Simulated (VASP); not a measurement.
Runs of VASP 6.6.1 on Ta3AsAu2O13. Symmetry: P-6, No. 174, hexagonal system. The conventional cell has a = 5.452 Å, b = 5.452 Å, c = 9.579 Å, α = 90.00°, β = 90.00°, γ = 120.00°. Ta (site symmetry 3) has 4 O at 1.86 to 2.04 Å as nearest neighbours. Around Ta (site symmetry -6) lie 6 O at 2.05 Å. As (site symmetry -6) is surrounded by 6 O at 1.91 Å. Au (site symmetry 3) has 6 O at 2.15 to 2.34 Å as nearest neighbours. O (site symmetry -6) has 2 Ta at 1.86 Å as nearest neighbours. O (site symmetry 1) has 1 As at 1.91 Å and 1 Ta at 2.14 Å and 1 Au at 2.15 Å as nearest neighbours. O (site symmetry 1) is surrounded by 2 Ta at 2.04 to 2.05 Å and 1 Au at 2.34 Å. The cell was built by a generator and needn't be a form met in nature.

```tsv
task	level	cell	cutoff (eV)	gap on the mesh (eV)	pressure (GPa)	relaxed volume (Å³/atom)	largest force (eV/Å)
relaxation of cell and atoms	PBE+D4	relaxed	600	none	0.0	12.70	0.01
atomic charges	PBE+TS	as given	520	none	-1.6	-	0.50
electric field gradients	PBE	as given	520	none	(b)	-	0.30
relaxation of cell and atoms	PBE+D3(BJ)	relaxed	600	none	0.0	(a)	0.01
```

Alike in all rows: potentials or basis VASP PAW PBE potentials, release 64 (Ta_pv, As, Au, O); no spin polarisation; k mesh 6 × 6 × 3; smearing fermi-dirac 0.05 eV.

Problem. Estimate the missing entries.

Solution. (a) 12.67; (b) 0.4.

Caveats: pairwise dispersion overbinds metals, which lowers pressure and volume (some runs); atom-pairwise D2, TS and ULG terms overbind metals (some runs).

A k mesh can miss the band edges, and the runs leave out spin-orbit coupling on As, Au, Ta.

A gap of «none» marks a metal or a gap under the smearing width.

Not every run made on this cell is shown here.
